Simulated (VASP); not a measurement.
These are PBEsol GGA, VASP's PBE PAW potentials (set 64) (plane waves; VASP) values and carry that method's errors.

Input for VASP

**KPOINTS**
```
Automatic mesh
0
Gamma
8 8 8
0 0 0
```

INCAR:
```
! general
SYSTEM  = Ni3Si
PREC    = Accurate
ENCUT   = 400
LREAL   = .FALSE.
LASPH   = .TRUE.

! electronic loop
EDIFF   = 1E-6
NELM    = 100
ALGO    = Normal
LMAXMIX = 4

! smearing
ISMEAR  = 1
SIGMA   = 0.1

! functional
GGA     = PS

! ions
IBRION  = 2
NSW     = 60
ISIF    = 3
EDIFFG  = -0.02

! output
LWAVE   = .FALSE.
LCHARG  = .FALSE.
```

File POSCAR:
```
Ni3Si
1
    3.4609313672     0.0000000000     0.0000000000
    0.0000000000     3.4609313672     0.0000000000
    0.0000000000     0.0000000000     3.4609313672
Si Ni
1 3
Direct
  0.0000000000   0.0000000000   0.0000000000
  0.0000000000   0.5000000000   0.5000000000
  0.5000000000   0.0000000000   0.5000000000
  0.5000000000   0.5000000000   0.0000000000
```

POTCAR, in this order: Si Ni (PBE.64 set). Program: vasp_std.

Output

### OUTCAR
```
 ion  position               nearest neighbor table
   1  0.000  0.000  0.000-   2 2.45   3 2.45   4 2.45   2 2.45   3 2.45   2 2.45   4 2.45   2 2.45
                             3 2.45   4 2.45   3 2.45   4 2.45
   2  0.000  0.500  0.500-   1 2.45   3 2.45   4 2.45   1 2.45   4 2.45   1 2.45   3 2.45   1 2.45
                             3 2.45   4 2.45   4 2.45   3 2.45
   3  0.500  0.000  0.500-   1 2.45   2 2.45   4 2.45   1 2.45   4 2.45   2 2.45   4 2.45   4 2.45
                             1 2.45   2 2.45   1 2.45   2 2.45
   4  0.500  0.500  0.000-   1 2.45   2 2.45   3 2.45   2 2.45   3 2.45   1 2.45   3 2.45   3 2.45
                             1 2.45   2 2.45   2 2.45   1 2.45
  LATTYP: Found a simple cubic cell.
 ALAT       =     3.4609313672
 Subroutine PRICEL returns:
 Original cell was already a primitive cell.
 Subroutine GETGRP returns: Found 48 space group operations
The static configuration has the point symmetry O_h .
The dynamic configuration has the point symmetry O_h .
 Subroutine INISYM returns: Found 48 space group operations
 Subroutine IBZKPT returns following result:
 Found     35 irreducible k-points:

 Following reciprocal coordinates:
            Coordinates               Weight
  0.000000  0.000000  0.000000      1.000000
  0.125000  0.000000  0.000000      6.000000
  0.250000  0.000000  0.000000      6.000000
  0.375000  0.000000  0.000000      6.000000
  0.500000  0.000000  0.000000      3.000000
  0.125000  0.125000  0.000000     12.000000
  0.250000  0.125000  0.000000     24.000000
  0.375000  0.125000  0.000000     24.000000
  0.500000  0.125000  0.000000     12.000000
  0.250000  0.250000  0.000000     12.000000
  0.375000  0.250000  0.000000     24.000000
  0.500000  0.250000  0.000000     12.000000
  0.375000  0.375000  0.000000     12.000000
  0.500000  0.375000  0.000000     12.000000
  0.500000  0.500000  0.000000      3.000000
  0.125000  0.125000  0.125000      8.000000
  0.250000  0.125000  0.125000     24.000000
  0.375000  0.125000  0.125000     24.000000
...
```

OSZICAR:
```
       N       E                     dE             d eps       ncg     rms          rms(c)
DAV:   1     0.177503764302E+03    0.17750E+03   -0.13261E+04  1470   0.179E+03
DAV:   2    -0.208139673334E+02   -0.19832E+03   -0.19071E+03  1470   0.346E+02
DAV:   3    -0.303375280568E+02   -0.95236E+01   -0.91539E+01  1629   0.101E+02
DAV:   4    -0.305732161136E+02   -0.23569E+00   -0.23422E+00  1710   0.138E+01
DAV:   5    -0.305815164186E+02   -0.83003E-02   -0.82851E-02  1755   0.245E+00    0.215E+01
DAV:   6    -0.299804229102E+02    0.60109E+00   -0.61938E+01  1696   0.129E+02    0.169E+01
DAV:   7    -0.263777389849E+02    0.36027E+01   -0.17502E+01  1615   0.701E+01    0.441E+00
DAV:   8    -0.263159216244E+02    0.61817E-01   -0.74388E-01  1546   0.689E+00    0.147E+00
DAV:   9    -0.262971483368E+02    0.18773E-01   -0.33974E-02  2036   0.260E+00    0.573E-01
DAV:  10    -0.262945016321E+02    0.26467E-02   -0.31272E-03  1834   0.468E-01    0.227E-01
DAV:  11    -0.262940995630E+02    0.40207E-03   -0.66443E-04  2264   0.308E-01    0.526E-02
DAV:  12    -0.262940946093E+02    0.49537E-05   -0.94801E-05  1615   0.115E-01    0.149E-02
DAV:  13    -0.262940942739E+02    0.33545E-06   -0.58106E-06  1558   0.177E-02
   1 F= -.26294094E+02 E0= -.26294590E+02  d E =-.262941E+02
       N       E                     dE             d eps       ncg     rms          rms(c)
DAV:   1    -0.263011384087E+02   -0.70438E-02   -0.82328E-02  1500   0.460E+00    0.739E-01
DAV:   2    -0.263002245121E+02    0.91390E-03   -0.88551E-02  1674   0.507E+00    0.566E-01
DAV:   3    -0.262942378780E+02    0.59866E-02   -0.24260E-02  1658   0.273E+00    0.113E-01
DAV:   4    -0.262940779531E+02    0.15992E-03   -0.80885E-04  1519   0.206E-01    0.307E-02
DAV:   5    -0.262940615171E+02    0.16436E-04   -0.37860E-05  1797   0.728E-02    0.182E-02
DAV:   6    -0.262940578101E+02    0.37070E-05   -0.11723E-05  2113   0.314E-02    0.452E-03
DAV:   7    -0.262940577317E+02    0.78364E-07   -0.11775E-06   994   0.111E-02
   2 F= -.26294058E+02 E0= -.26294554E+02  d E =0.365422E-04
       N       E                     dE             d eps       ncg     rms          rms(c)
DAV:   1    -0.262962030715E+02   -0.21453E-02   -0.23398E-02  1500   0.246E+00    0.396E-01
DAV:   2    -0.262959567720E+02    0.24630E-03   -0.25399E-02  1682   0.272E+00    0.305E-01
DAV:   3    -0.262942185056E+02    0.17383E-02   -0.70307E-03  1658   0.147E+00    0.605E-02
DAV:   4    -0.262941721731E+02    0.46332E-04   -0.23741E-04  1504   0.111E-01    0.169E-02
DAV:   5    -0.262941669614E+02    0.52117E-05   -0.12589E-05  1807   0.427E-02    0.937E-03
DAV:   6    -0.262941662987E+02    0.66273E-06   -0.26152E-06  1193   0.155E-02
   3 F= -.26294166E+02 E0= -.26294662E+02  d E =-.720248E-04
```

### OUTCAR
```
------------------------ aborting loop because EDIFF is reached ----------------------------------------
  FORCE on cell =-STRESS in cart. coord.  units (eV):
  Direction    XX          YY          ZZ          XY          YZ          ZX
  --------------------------------------------------------------------------------------
  Total        0.0085876      0.0085876      0.0085876      0.0000000      0.0000000     -0.0000000
  in kB        0.3324222      0.3324222      0.3324222      0.0000000      0.0000000     -0.0000000
  external PRESSURE =       0.3324222 kB  Pullay stress =       0.0000000 kB
  volume of cell :       41.39
      direct lattice vectors                 reciprocal lattice vectors
     3.459106449 -0.000000000  0.000000000     0.289092000  0.000000000  0.000000000
    -0.000000000  3.459106449 -0.000000000     0.000000000  0.289092000  0.000000000
    -0.000000000 -0.000000000  3.459106449    -0.000000000  0.000000000  0.289092000
 POSITION                                       TOTAL-FORCE (eV/Angst)
 -----------------------------------------------------------------------------------
      0.00000      0.00000      0.00000         0.000000      0.000000      0.000000
     -0.00000      1.72955      1.72955         0.000000     -0.000000      0.000000
      1.72955     -0.00000      1.72955        -0.000000     -0.000000      0.000000
      1.72955      1.72955      0.00000        -0.000000      0.000000      0.000000
 -----------------------------------------------------------------------------------
    total drift:                                0.000000     -0.000000     -0.000000
  FREE ENERGIE OF THE ION-ELECTRON SYSTEM (eV)
  ---------------------------------------------------
  free  energy   TOTEN  =       -26.2941662987 eV

  energy  without entropy=      -26.2956534669  energy(sigma->0) =      -26.29466202

 reached required accuracy - stopping structural energy minimisation
```
(Selected blocks of OUTCAR.)

**CONTCAR**
```
Ni3Si
   1.00000000000000
     3.4591064485513630   -0.0000000000000000    0.0000000000000000
    -0.0000000000000000    3.4591064485513630   -0.0000000000000000
    -0.0000000000000000   -0.0000000000000000    3.4591064485513630
  Si              Ni
     1     3
Direct
     0.0000000000000000    0.0000000000000000    0.0000000000000000
     0.0000000000000000    0.5000000000000000    0.5000000000000000
     0.5000000000000000    0.0000000000000000    0.5000000000000000
     0.5000000000000000    0.5000000000000000    0.0000000000000000
```

The compound is Ni3Si in the L1_2 structure. This run relaxes it. Symmetry was kept, so distortions that lower it aren't found. The start is the result of an earlier pass. The run is not spin-polarised, so no magnetic state was tried.
